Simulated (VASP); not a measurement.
Given:

```yaml
crystal:
  lattice:
    - [1.58145, -2.73915, 0.00000]
    - [1.58145, 2.73915, 0.00000]
    - [0.00000, 0.00000, 5.00153]
  atoms:
    - { symbol: Hf, position: [0.33333, 0.66667, 0.25000] }
    - { symbol: Hf, position: [0.66667, 0.33333, 0.75000] }
```

Calculation: vdW-DF-cx, VASP's PBE PAW potentials (set 64) (plane waves; VASP). Settings: 520 eV cut-off, Gaussian smearing of 0.050 eV, potentials Hf_pv.

Unless said otherwise, spin-orbit coupling is left out, though it shifts the bands of the heavy elements here.

Question: Estimate the band gap (along the path) with the smallest direct gap where there is one.

Answer: 
```yaml
band gap (along the path): none (metal, semimetal or under 0.01 eV)
```

The compound is Hf in the hcp structure. It was relaxed first.
